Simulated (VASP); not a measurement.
Level of theory: PBE GGA, VASP's PBE PAW potentials (set 64) (plane waves; VASP). For the first row: Settings: 520 eV cut-off, 5×5×8 Γ-centred mesh, Gaussian smearing of 0.050 eV, potentials Si O.

```
system         energy (eV/atom)
-------------  ----------------
SiO2 (rutile)           -7.7195
Si atom                 -0.8103
O atom                  -1.9053
```

Atoms are spin-polarised in a large box without symmetry, with the spin fixed by Hund's rule, and may not be in the lowest state of each functional; no zero-point energy is added.

Q: What is the cohesive energy per atom of SiO$_{2}$?

A: The references average (2×(-0.8103) + 4×(-1.9053))/6 = -1.5403 eV, so the cohesive energy is -1.5403 − (-7.7195) = 6.179 eV/atom.
